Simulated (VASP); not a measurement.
```
CELL_PARAMETERS angstrom
     -2.54431     2.54431     4.96185
      2.54431    -2.54431     4.96185
      2.54431     2.54431    -4.96185
ATOMIC_POSITIONS crystal
  Zn 0.00000 0.00000 0.00000
  Zn 0.75000 0.25000 0.50000
  Si 0.50000 0.50000 0.00000
  Si 0.25000 0.75000 0.50000
  P  0.87500 0.86442 0.48942
  P  0.13558 0.62500 0.01058
  P  0.37500 0.38558 0.51058
  P  0.61442 0.12500 0.98942
```

Method: PBEsol GGA, VASP's PBE PAW potentials (set 64) (plane waves; VASP). Settings: 500 eV cut-off, 6×6×6 Γ-centred mesh, Gaussian smearing of 0.050 eV, potentials Zn Si P.

Problem. What does the run give for the energy per atom (σ→0), pressure, band gap (on the k-mesh) with the smallest direct gap where there is one?

Solution. 
The band gap (on the k-mesh) is 0.75 eV, the smallest direct gap (on the k-mesh) is 0.75 eV and the energy per atom (σ→0) comes out as -4.884 eV/atom. The pressure comes out as 19.99 GPa.

The compound is ZnSiP2 in the chalcopyrite structure. It was relaxed first under an external pressure of 20 GPa.
